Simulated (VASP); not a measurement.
Given:

```yaml
crystal:
  lattice:
    - [2.91654, 0.00000, 0.00000]
    - [0.00000, 2.91654, 0.00000]
    - [0.00000, 0.00000, 2.91654]
  atoms:
    - { symbol: Mn, position: [0.00000, 0.00000, 0.00000] }
    - { symbol: Pd, position: [0.50000, 0.50000, 0.50000] }
```

Method: LDA (Ceperley-Alder, Perdew-Zunger), VASP's LDA PAW potentials (set 64) (plane waves; VASP). Settings: 400 eV cut-off, Gaussian smearing of 0.050 eV, potentials Mn_pv Pd.

**Question.** Give the energies of bands 4 to 14 at the high-symmetry points, in eV from the Fermi level.

**Answer.** 
```csv
band,Γ,X,M,R
4,-8.41,-5.54,-6.30,-5.07
5,-5.94,-4.68,-5.63,-5.07
6,-5.94,-4.08,-4.38,-5.07
7,-3.05,-3.39,-4.38,-2.28
8,-3.05,-3.39,-1.30,-2.28
9,-3.05,-2.27,-0.67,-2.28
10,-0.17,-1.85,0.06,-1.24
11,-0.17,-0.74,0.67,-1.24
12,1.09,-0.74,0.67,0.81
13,1.09,0.10,0.76,0.81
14,1.09,0.45,1.42,9.16
```

It has no gap at this level: it comes out as a metal or semimetal.

The structure comes from a computed database's MnPd entry (Pm-3m); how it stands against other phases isn't given here. It was relaxed first, which changed the volume by -18 %. The run is not spin-polarised, so no magnetic state was tried. The electron count is odd and the run is not spin-polarised, which forces a metal.
